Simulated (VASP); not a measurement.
Here is the system:

```yaml
crystal:
  lattice:
    - [0.00000, 4.07806, 5.24450]
    - [2.34108, 0.00000, 5.24450]
    - [2.34108, 4.07806, 0.00000]
  atoms:
    - { symbol: Ge, position: [0.66980, 0.33020, 0.66980] }
    - { symbol: Ge, position: [0.33020, 0.66980, 0.33020] }
    - { symbol: Ge, position: [0.58020, 0.91980, 0.58020] }
    - { symbol: Ge, position: [0.91980, 0.58020, 0.91980] }
    - { symbol: Pt, position: [0.00000, 0.00000, 0.00000] }
    - { symbol: Pt, position: [0.25000, 0.25000, 0.25000] }
```

Method: PBEsol GGA, VASP's PBE PAW potentials (set 64) (plane waves; VASP). Run with 400 eV cut-off, 9×9×9 Γ-centred mesh, tetrahedra with Blöchl corrections, potentials Ge_d Pt.

Unless said otherwise, spin-orbit coupling is left out, though it shifts the bands of the heavy elements here.

Tabulate the total density of states (states/eV per cell) against energy (eV; zero at the valence-band maximum or, without a gap, the Fermi level).

```
E (eV) | DOS (states/eV)
    -9.99 | ####### 1.81
    -9.45 | ######## 2.21
    -8.90 | ##### 1.24
    -8.35 | ######### 2.36
    -7.80 | #### 1.18
    -7.25 | ### 0.75
    -6.70 | ### 0.81
    -6.04 | ###### 1.63
    -5.50 | ############# 3.55
    -4.95 | ################ 4.35
    -4.40 | ############### 4.10
    -3.85 | ############################## 7.96
    -3.30 | ################### 5.02
    -2.75 | #################### 5.26
    -2.20 | ###### 1.49
    -1.66 | ############ 3.27
    -1.11 | ########### 2.91
    -0.56 | ############ 3.22
     0.10 | ######## 2.15
     0.65 | ###### 1.64
     1.20 | ########## 2.67
     1.75 | ############ 3.13
     2.29 | ########### 2.94
     2.84 | ############ 3.22
     3.39 | ########### 2.92
```
Within 2 eV below the Fermi level the largest weight inside VASP's projection spheres is Pt d, then Ge p.

The structure was generated: Ge2Pt was put into the C54 type (Fddd), which need not be its known phase. It was relaxed first, which changed the volume by +17 %.
